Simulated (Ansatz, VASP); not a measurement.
**One calculation of SnMo, two programs**

```
Sn Mo
1.0
     4.06737    0.00000    0.00000
     0.00000    4.06737    0.00000
     0.00000    0.00000    5.17354
Sn Mo
2 2
Direct
  0.00000 0.50000 0.39199
  0.50000 0.00000 0.60801
  0.00000 0.00000 0.00000
  0.50000 0.50000 0.00000
```

The cell was built by a generator and needn't be a form met in nature.

Alike in both runs: functional r2SCAN; k mesh 8 × 8 × 7; occupations fermi-dirac, width 0.0353 eV; no spin polarisation.

Ansatz relaxed the structure, and its values are those at the end. VASP's run is a single point on that final structure, the one shown.

```csv
,VASP,Ansatz
version,VASP 6.6.1,Ansatz 0.2.0
potentials or method,"VASP PAW PBE potentials, release 64 (Sn_d, Mo_sv)",PAW plane waves
plane-wave cutoff (eV),520,500
valence electrons in the cell,56,56
```

Ansatz gave:

* pressure (GPa): -6.8
* rms of the force components (eV/Å): 0.002

What did VASP give for the same quantities?

Pressure (GPa): -6.5; rms of the force components (eV/Å): 0.008.

Ansatz warned: «stress_scf_threshold_loose».

Caveats: the PAW data sets were made with another functional, which shifts forces and pressure a little (VASP).
